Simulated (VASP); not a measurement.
Crystal: C.

```
C
1.0
     2.46100    0.00000    0.00000
    -1.23050    2.13129    0.00000
     0.00000    0.00000    8.04960
C
4
Direct
  0.00000 0.00000 0.25000
  0.33333 0.66667 0.25000
  0.00000 0.00000 0.75000
  0.66667 0.33333 0.75000
```

The cell was built by a generator and needn't be a form met in nature.

Base run:

* Program: VASP 6.6.1
* Functional: r2SCAN
* Potentials or basis: VASP PAW PBE potentials, release 64 (C)
* Cutoff: 520 eV
* k mesh: 16 × 16 × 4
* Occupations: fermi-dirac, width 0.05 eV
* Spin: no spin polarisation

Its results: band gap on the k mesh 1.07 eV, direct; pressure -1.2 GPa.

The run is repeated on the same cell with these changes: functional from r2SCAN to vdW-DF. What comes out?

Band gap on the k mesh 0.99 eV, direct; pressure 4.4 GPa.

Caveats: the PAW data sets were made with another functional, which shifts forces and pressure a little.

A k mesh can miss the band edges.
